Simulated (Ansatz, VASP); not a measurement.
# Cross-check of TaNi3 between VASP and Ansatz, part 2 of 2

Wanted: the spread between two codes on one cell, functional and k mesh. The cell is taken from a series of runs on this material, whose earlier steps may have relaxed, scaled, displaced or heated it; both programs get it as it stands.

VASP 6.6.1 and Ansatz 0.2.0.

So far: Starting point; VASP: single point, r2SCAN.

### Step 3. Ansatz: single point, r2SCAN

Level of this step: Ansatz beside VASP: Kohn-Sham DFT, plane waves, r2SCAN (Ansatz).

Ansatz runs on its default PAW (the set named soft_2) files.

The same cell, functional, mesh and smearing now go to Ansatz, which takes its cutoff from its data sets.

Contents of input.yaml:

```yaml
crystal:
  lattice:
    - [0.0, 2.5511481569, 3.7045443348]
    - [2.5463897099, 0.0, 3.7045443348]
    - [2.5463897099, 2.5511481569, 0.0]
  atoms:
    - { symbol: Ta, position: [0.0, 0.0, 0.0] }
    - { symbol: Ni, position: [0.75, 0.75, 0.75], spin: 1.0 }
    - { symbol: Ni, position: [0.25, 0.25, 0.25], spin: 1.0 }
    - { symbol: Ni, position: [0.5, 0.5, 0.5], spin: 1.0 }
magnetization:
  spin_polarized: true
kpoints:
  mp_grid: { grid: [10, 10, 10] }
  band_path:
    path:
      - [[0.0, 0.0, 0.0], [0.5, 0.0, 0.5], [0.5, 0.119051, 0.619051]]
      - [[0.5, 0.880949, 0.380949], [0.5, 0.5, 0.0], [0.882374, 0.5, 0.382374]]
      - [[0.117626, 0.5, 0.617626], [0.0, 0.5, 0.5], [0.248028, 0.748028, 0.5]]
      - [[0.751972, 0.251972, 0.5], [0.5, 0.0, 0.5]]
      - [[0.0, 0.5, 0.5], [0.0, 0.0, 0.0], [0.5, 0.5, 0.0]]
    npoints: 5
scf:
  occupations: { method: fermi_dirac, width: 0.05 }
  n_extra_bands: 10
hamiltonian:
  xc: r2scan
  pseudopotentials: { kind: paw }
output:
  forces: true
  stress: true
  dos:
    projected: true
    de: 0.05
    e_range: [-30, 12]
    nscf_kmesh: { grid: [14, 14, 14] }
  fatbands: true
  eigenstates:
    kpoints:
      - [0.0, 0.0, 0.0]
      - [0.04128467, -0.04128467, 0.0]
      - [0.08256933, -0.08256933, 0.0]
      - [0.123854, -0.123854, 0.0]
      - [0.16513867, -0.16513867, 0.0]
      - [0.20642333, -0.20642333, 0.0]
      - [0.247708, -0.247708, 0.0]
      - [0.28899267, -0.28899267, 0.0]
      - [0.33027733, -0.33027733, 0.0]
      - [0.371562, -0.371562, 0.0]
      - [0.41284667, -0.41284667, 0.0]
      - [0.45413133, -0.45413133, 0.0]
      - [0.495416, -0.495416, 0.0]
      - [-0.40991675, -0.40086425, 0.061927]
      - [-0.3152495, -0.3063125, 0.123854]
      - [-0.22058225, -0.21176075, 0.185781]
      - [-0.125915, -0.117209, 0.247708]
      - [-0.256181, -0.000693, -0.256874]
      - [-0.30931093, -0.0006435, -0.30995443]
      - [-0.36244086, -0.000594, -0.36303486]
      - [-0.41557079, -0.0005445, -0.41611529]
      - [-0.46870071, -0.000495, -0.46919571]
      - [0.47816936, -0.0004455, 0.47772386]
      - [0.42503943, -0.000396, 0.42464343]
      - [0.3719095, -0.0003465, 0.371563]
      - [0.31877957, -0.000297, 0.31848257]
      - [0.26564964, -0.0002475, 0.26540214]
      - [0.21251971, -0.000198, 0.21232171]
      - [0.15938979, -0.0001485, 0.15924129]
      - [0.10625986, -9.9e-05, 0.10616086]
      - [0.05312993, -4.95e-05, 0.05308043]
      - [0.1005046, 0.0508705, 0.0495417]
      - [0.2010092, 0.101741, 0.0990834]
      - [0.3015138, 0.1526115, 0.1486251]
      - [0.4020184, 0.203482, 0.1981668]
      - [-0.497477, 0.2543525, 0.2477085]
      - [-0.3969724, 0.305223, 0.2972502]
      - [-0.2964678, 0.3560935, 0.3467919]
      - [-0.1959632, 0.406964, 0.3963336]
      - [-0.0954586, 0.4578345, 0.4458753]
      - [0.005046, -0.491295, 0.495417]
      - [-0.0276365, 0.41409562, 0.49541688]
      - [-0.060319, 0.31948625, 0.49541675]
      - [-0.0930015, 0.22487688, 0.49541662]
      - [-0.125684, 0.1302675, 0.4954165]
      - [-0.1583665, 0.03565813, 0.49541638]
      - [-0.191049, -0.05895125, 0.49541625]
      - [-0.2237315, -0.15356062, 0.49541612]
      - [-0.256414, -0.24817, 0.495416]
      - [-0.29777567, -0.28937767, 0.41284667]
      - [-0.33913733, -0.33058533, 0.33027733]
      - [-0.380499, -0.371793, 0.247708]
      - [-0.42186067, -0.41300067, 0.16513867]
      - [-0.46322233, -0.45420833, 0.08256933]
    e_range: [-9.0, 4.0]
    unfold: { supercell_matrix: [[2, 0, -1], [1, 1, 0], [1, -1, 1]] }
```

Command:

```bash
ansatz run input.yaml --threads 4 --pin off --max-ram 10240MiB --backend cpu --events-out ev --progress --plain --runs-dir out
```

Numbers of over 12 decimals in the logs are rounded to 6 here.

Log:

```text
scf.n_extra_bands = 10 over 34 filled bands (N_el = 67.0): the run solves 44 bands
Engine: ansatz 0.2.0, x86_64-unknown-linux-gnu
Pseudopotentials: kind: paw
Pseudopotential: Ta, paw, valence charge 13, recommended cutoff 500 eV (meta_gga), Ta.paw.azcp
Pseudopotential: Ni, paw, valence charge 18, recommended cutoff 500 eV (meta_gga), Ni.paw.azcp
Functional definition: r2SCAN
  parameter k0 = 0.174
  parameter k1 = 0.065
  parameter a1 = 4.9479
  exchange = r2scan_x(k0 = k0, k1 = k1, a1 = a1)
  correlation = r2scan_c
Crystal: 4 atoms, lattice volume = 48.131 Å³
Basis set: ecut = 500 eV, 1225 PW (Γ), exchange–correlation on 144×144×108 points (64 copies of the dense FFT grid, shifted against one another)
Bands: 44, of which v1, the nominal top of the filled ones, is band 34 counted from 1 (33 counted from 0)
Symmetry: 8 space group operations
Space group: Fmmm (ITA 69), of the structure as read, at distance tolerance 3.6e-5 Å
Magnetic group: BNS 69.521 (UNI 619), of the structure as read, at distance tolerance 3.6e-5 Å
k-points: 171 of 1000
Non-local potential: Ta, projectors of the file, l = 0: 3, l = 1: 2, l = 2: 2, l = 3: 1
Non-local potential: Ni, projectors of the file, l = 0: 3, l = 1: 2, l = 2: 3, l = 3: 1
PAW form: soft (Blöchl's): semilocal exchange-correlation on the pseudo side does not see the compensation charge
PAW frozen core: Ta, regenerated for the run's functional (the file was generated under x = pbe(κ = 0.804, μ = 0.219515), c = pbe(β = 0.066725))
PAW frozen core: Ni, regenerated for the run's functional (the file was generated under x = pbe(κ = 0.804, μ = 0.219515), c = pbe(β = 0.066725))
PAW one-centre angular grid: Ta, 590 points (default); XC on 160 Gauss nodes
PAW one-centre angular grid: Ni, 590 points (default); XC on 160 Gauss nodes
Initial density: superposition of atomic densities (chi_scale 0.1, normalization cell)
Starting moments: Σ|m| = 3 μB on 3 of 4 sites
Initial wavefunctions: pseudopotential atomic-orbital guess
Functional: x = r2scan, c = r2scan; τ floored in thin density (d = 2e-4 eV/Å³)
iter 1 solved again at ethr=2.32e-3 eV; its pass at ethr=3.10e-3 eV (dr2=1.56e0 eV) is discarded
SCF iter   1: F=—  HF=-27477.873246 eV  |F-HF|=—  |Δ(HF+E_count)|=         —  Δρ=5.23e-2 (↑5.23e-2 ↓2.96e-2)  dr2=1.39e0  dr2_τ=2.76e-2  dr2_m=3.39e-1  M=1.684 μB ∫|m|=2.399 μB  β_m=0.68  ethr=2.32e-3  ⟨swp⟩=3.1  Hψ=79707  notcnv=0
Mixer restart at iter 1: flushing history
preconditioner: auto → Kerker (q_TF=auto, 2.883 Å⁻¹)  [metal: Δε(μ)=0.001 eV  Ē_g=8.809 eV  σ=0.050 eV  W_gap=0.00  n_scr=14 (ndim 8)  ℏωp=31.7 eV  f_vac=0.000  D(μ)=5.53/eV (n_scr^D=68)]
spin=Collinear: Kerker preconditioning applied to the charge; magnetization (m = ρ↑ − ρ↓) channel mixes plain (no charge-response kernel on spin).
SCF iter   2: F=—  HF=-27477.586644 eV  |F-HF|=—  |Δ(HF+E_count)|=   2.87e-1  Δρ=3.47e-2 (↑2.02e-2 ↓3.47e-2)  dr2=9.89e-1  dr2_τ=5.03e-3  dr2_m=1.50e-1  M=1.310 μB ∫|m|=2.239 μB  β_m=0.75  ethr=2.07e-3  ⟨swp⟩=4.5  Hψ=28949  notcnv=0  defer=77  κ⁻¹=1.0e0(r=1)
SCF iter   3: F=—  HF=-27478.534074 eV  |F-HF|=—  |Δ(HF+E_count)|=   9.47e-1  Δρ=3.40e-2 (↑1.74e-2 ↓3.40e-2)  dr2=9.96e-1  dr2_τ=3.02e-3  dr2_m=1.28e-1  M=1.053 μB ∫|m|=2.094 μB  β_m=0.55  ethr=1.48e-3  ⟨swp⟩=2.0  Hψ=19898  notcnv=0  defer=1234  κ⁻¹=6.7e-3(r=2)
SCF iter   4: F=—  HF=-27481.012740 eV  |F-HF|=—  |Δ(HF+E_count)|=    2.48e0  Δρ=1.49e-2 (↑8.38e-3 ↓1.49e-2)  dr2=3.49e-1  dr2_τ=1.28e-3  dr2_m=2.07e-2  M=0.413 μB ∫|m|=1.451 μB  β_m=0.30  ethr=1.48e-3  ⟨swp⟩=3.0  Hψ=28664  notcnv=0  defer=1234  κ⁻¹=3.3e-3(r=3)
SCF iter   5: F=—  HF=-27481.345167 eV  |F-HF|=—  |Δ(HF+E_count)|=   3.32e-1  Δρ=1.40e-2 (↑5.92e-3 ↓1.40e-2)  dr2=1.66e-1  dr2_τ=4.15e-4  dr2_m=2.55e-2  M=0.180 μB ∫|m|=1.029 μB  β_m=0.60  ethr=5.21e-4  ⟨swp⟩=2.2  Hψ=19960  notcnv=0  defer=1325  κ⁻¹=3.2e-3(r=4)
SCF iter   6: F=—  HF=-27481.485106 eV  |F-HF|=—  |Δ(HF+E_count)|=         —  Δρ=1.61e-2 (↑1.61e-2 ↓1.27e-2)  dr2=1.27e-2  dr2_τ=5.76e-4  dr2_m=8.44e-2  M=0.017 μB ∫|m|=0.427 μB  β_m=0.33  ethr=2.48e-4  ⟨swp⟩=2.8  Hψ=25063  notcnv=0  defer=1336
Mixer restart at iter 6: flushing history
SCF iter   7: F=—  HF=-27481.513585 eV  |F-HF|=—  |Δ(HF+E_count)|=   2.85e-2  Δρ=1.43e-2 (↑1.43e-2 ↓8.88e-3)  dr2=1.03e-2  dr2_τ=3.35e-4  dr2_m=5.50e-2  M=0.012 μB ∫|m|=0.359 μB  β_m=0.33  ethr=1.90e-5  ⟨swp⟩=2.3  Hψ=28038  notcnv=0  defer=1333  κ⁻¹=1.0e0(r=1)
[...]
SCF iter  11: F=—  HF=-27481.558885 eV  |F-HF|=—  |Δ(HF+E_count)|=   1.35e-3  Δρ=9.97e-4 (↑9.05e-4 ↓9.97e-4)  dr2=1.03e-3  dr2_τ=2.99e-6  dr2_m=3.16e-5  M=-0.001 μB ∫|m|=0.010 μB  β_m=0.34  ethr=3.51e-7  ⟨swp⟩=2.0  Hψ=28256  notcnv=0  defer=1306  κ⁻¹=2.4e-4(r=5)
SCF iter  12: F=—  HF=-27481.559081 eV  |F-HF|=—  |Δ(HF+E_count)|=   1.96e-4  Δρ=2.08e-4 (↑2.08e-4 ↓2.07e-4)  dr2=1.27e-5  dr2_τ=1.81e-7  dr2_m=1.47e-5  M=-0.001 μB ∫|m|=0.008 μB  β_m=0.37  ethr=3.51e-7  ⟨swp⟩=2.0  Hψ=21087  notcnv=0  defer=1305  κ⁻¹=6.2e-5(r=6)
SCF iter  13: F=—  HF=-27481.559080 eV  |F-HF|=—  |Δ(HF+E_count)|=   3.82e-7  Δρ=1.28e-4 (↑1.28e-4 ↓1.24e-4)  dr2=1.74e-6  dr2_τ=4.95e-8  dr2_m=5.50e-6  M=-0.001 μB ∫|m|=0.004 μB  β_m=0.30  ethr=1.90e-8  ⟨swp⟩=2.1  Hψ=24542  notcnv=0  defer=1305  κ⁻¹=3.6e-5(r=7)
SCF iter  14: F=—  HF=-27481.559099 eV  |F-HF|=—  |Δ(HF+E_count)|=   1.84e-5  Δρ=7.13e-5 (↑4.74e-5 ↓7.13e-5)  dr2=2.60e-6  dr2_τ=1.14e-8  dr2_m=7.38e-7  M=-0.000 μB ∫|m|=0.001 μB  β_m=0.32  ethr=2.60e-9  ⟨swp⟩=2.4  Hψ=27659  notcnv=0  defer=1305  κ⁻¹=5.1e-6(r=8)
SCF iter  15: F=—  HF=-27481.559099 eV  |F-HF|=—  |Δ(HF+E_count)|=   3.67e-7  Δρ=5.22e-5 (↑3.27e-5 ↓5.22e-5)  dr2=1.36e-6  dr2_τ=6.50e-9  dr2_m=3.50e-7  M=0.000 μB ∫|m|=0.001 μB  β_m=0.37  ethr=2.60e-9  ⟨swp⟩=1.6  Hψ=20465  notcnv=0  defer=1305  κ⁻¹=1.7e-6(r=8)
SCF iter  16: F=—  HF=-27481.559100 eV  |F-HF|=—  |Δ(HF+E_count)|=   7.26e-7  Δρ=1.11e-5 (↑1.11e-5 ↓1.00e-5)  dr2=5.58e-8  dr2_τ=8.23e-10  dr2_m=2.31e-8  M=0.000 μB ∫|m|=0.000 μB  β_m=0.48  ethr=2.03e-9  ⟨swp⟩=2.3  Hψ=23625  notcnv=0  defer=1305  κ⁻¹=2.7e-6(r=8)
SCF iter  17: F=—  HF=-27481.559100 eV  |F-HF|=—  |Δ(HF+E_count)|=   5.53e-8  Δρ=5.90e-6 (↑5.90e-6 ↓4.89e-6)  dr2=1.22e-8  dr2_τ=2.36e-10  dr2_m=2.25e-9  M=0.000 μB ∫|m|=0.000 μB  β_m=0.33  ethr=8.33e-11  ⟨swp⟩=2.0  Hψ=26473  notcnv=0  defer=1305  κ⁻¹=6.2e-7(r=8)
SCF iter  18: F=—  HF=-27481.559100 eV  |F-HF|=—  |Δ(HF+E_count)|=   4.52e-8  Δρ=1.67e-6 (↑1.67e-6 ↓1.38e-6)  dr2=1.17e-9  dr2_τ=1.49e-11  dr2_m=4.03e-10  M=-0.000 μB ∫|m|=0.000 μB  β_m=0.37  ethr=1.81e-11  ⟨swp⟩=2.0  Hψ=26538  notcnv=0  defer=1305  κ⁻¹=8.7e-7(r=8)
SCF iter  19: F=—  HF=-27481.559100 eV  |F-HF|=—  |Δ(HF+E_count)|=   2.65e-9  Δρ=2.15e-6 (↑1.70e-6 ↓2.15e-6)  dr2=4.79e-9  dr2_τ=1.06e-11  dr2_m=1.43e-10  M=-0.000 μB ∫|m|=0.000 μB  β_m=0.34  ethr=1.75e-12  ⟨swp⟩=8.1  Hψ=59952  notcnv=0  κ⁻¹=7.1e-8(r=8)
SCF iter  20: F=-27481.559100 eV  HF=-27481.559100 eV  |F-HF|=1.38e-9  |Δ(HF+E_count)|=   1.54e-9  Δρ=1.24e-6 (↑1.15e-6 ↓1.24e-6)  dr2=2.07e-9  dr2_τ=8.37e-12  dr2_m=9.67e-12  M=-0.000 μB ∫|m|=0.000 μB  ethr=1.75e-12  ⟨swp⟩=3.0  Hψ=38378  notcnv=0
SCF 1 converged in 20 iterations: F = -27481.559100 eV  dr2 = 2.07e-9
  greatest PAW one-centre occupation: 1.001 electrons in one spin orbital (limit 2), on the Ni atom at site 3 (counted from 0), in its partial waves of l = 1
WARN: the starting moments were not kept: the SCF closed with an absolute magnetisation of 1.1e-5 μB, where they sum to 3 μB in size (3 sites). That is at most 0.1 of that sum. Measured as dr2_m measures the in/out step, that magnetisation stands 5.5e-11 eV from none, at or under the dr2_threshold of 1.0e-7 eV: it is no larger than a step whose dr2_m would equal this threshold. The system may hold no moment; this SCF [...]
this state was not tested for a lower state beside it, because the mixer in use, unlike msr1, does not test its closes by its own steps (another_mixer; see scf.mixing.algorithm and scf.lower_state_search)
NSCF: frozen V_eff on 50 k-points
NSCF: frozen V_eff on 428 k-points
[...]
SCF converged after 20 iterations
Magnetization: -0.0000 μB (33.5000 up, 33.5000 down)
Absolute magnetization: 0.0000 μB (∫|ρ↑−ρ↓|, with the PAW one-centre terms)
Spin contamination: 0.0000 ħ² per cell (⟨S²⟩ above its minimum at these occupations)
Per-site moments (μB) at R_I (Å): [(2.489649930413442e-6, 1.050386), (-8.221254750940205e-7, 1.050386), (-8.221254749658845e-7, 1.050386), (-3.5551965707304854e-6, 1.050386)]
Free energy (F): -27481.559100 eV
Harris-Foulkes:  -27481.559100 eV  (|F-HF|=1.38e-9)
Internal energy: -27481.549144 eV  (E = F + TS)
E sigma→0 (E₀):  -27481.554122 eV
Entropy (-TS):   -0.009956 eV (-2.489 meV/atom)
Fermi energy:    19.602877 eV
--- Per-component energies (eV) ---
  E_band       = -967.088708
  E_kinetic    = 1218.679753
  E_local      = -11350.641155  (includes V_loc(G=0)·N_el)
  E_nonlocal   = 1932.506047
  E_hartree    = 4786.662056
  E_xc         = -443.058359
  E_vxc        = -576.856282  (∫ρ·V_xc dr)
  E_paw        = -13355.030726  (= ΣΔE_a)
  E_vpaw       = -1801.912944  (= ΣTr[D̂ρ^β])
  E_aug_tail   = 0.000775  (compensation charges beyond the density's cutoff)
  E_vtau       = 37.805702  (kinetic-family band-sum trace: ∫τ·v_τ [+ j·A + Jᵃ·Aᵃ] dr)
  E_ewald      = -10269.011048
  E_core_change = -1.656486  (= ΣΔE_core)
  E_smearing   = -0.009956  (= −TS)
  E_closure    = -0.000000  (closes the sum)
  Σ components = -27481.559100   (vs F -27481.559100, Δ=0.00e0)
--- Forces (eV/Å), atoms counted from 1 ---
  atom   1  Ta     0.00000000     0.00000000    -0.00000000
  atom   2  Ni    -0.00000000     0.00000000     0.00000000
  atom   3  Ni     0.00000000     0.00000000     0.00000000
  atom   4  Ni     0.00000000     0.00000000     0.00000000
  max |Σ_I F_I| component: 6.31e-30 eV/Å
--- Stress (GPa, compression-positive) ---
       -0.505560       0.000000       0.000000
        0.000000      -1.038877       0.000000
        0.000000       0.000000      -0.080318
  P = ⅓ Tr σ = -0.5416 GPa (-5.416 kbar)
--- Band table (eV; the first three rows and the last of 342) ---
  k-point 0 ↑: bands = [... 30 lower, 18.5651, 19.3209, 20.8037, 20.8807, 20.9834, 20.9852, 21.6849, 23.5495, ... 6 higher]
  k-point 1 ↑: bands = [... 30 lower, 18.5333, 19.2435, 20.0020, 20.6856, 20.9453, 21.0499, 22.5450, 23.0900, ... 6 higher]
  k-point 2 ↑: bands = [... 30 lower, 18.4275, 18.9011, 19.0626, 20.3250, 21.1127, 21.1419, 22.2606, 23.2219, ... 6 higher]
  k-point 170 ↓: bands = [... 30 lower, 18.6421, 18.8058, 19.3199, 21.4023, 22.2919, 22.2997, 22.3120, 22.7253, ... 6 higher]
```

In the SCF lines HF is the Harris–Foulkes energy and dr2 the Hartree energy of the density residual, in eV; the loop may stop once dr2 is under the threshold and the program's other checks hold. Hψ counts applications of the Hamiltonian.

### Step 4. Comparison

Known differences besides the potentials themselves: VASP keeps PBE cores, Ansatz makes them for the functional; the data sets hold 67 valence electrons in Ansatz (on its default PAW (the set named soft_2) files) and 41 in VASP; the cutoff is 500 eV in Ansatz and 660 eV in VASP. Total energies have different zeros and are not compared.

Compared:

| quantity | Ansatz | VASP | difference |
| --- | --- | --- | --- |
| pressure (GPa) | -0.54 | 0.06 | -0.60 |

### Step 5. What came out

```
difference in pressure (single point, r2SCAN) : -0.60 GPa
```

In words: The difference in pressure is -0.60 GPa (single point, r2SCAN), within the 1 GPa picked in this series as the mark of a large difference. The data sets hold unlike numbers of valence electrons (67 in Ansatz and 41 in VASP), so part of the differences comes from the potentials. Such differences can come from data sets, numerical settings and the points named under the comparisons, not from the functional's error against experiment.

[Lines on the potential files, build, host, timing and source positions are cut from VASP's logs without a mark.]

[Logs are printed without paths, hosts, clocks, repeated set-up lines and the standing remarks that a program may print on its own settings, such as how far it seeks lower states.]

[Hosts, paths, dates, database ids (printed as entryN), source tags and the programs' standing remarks are cut or masked in the printed files.]
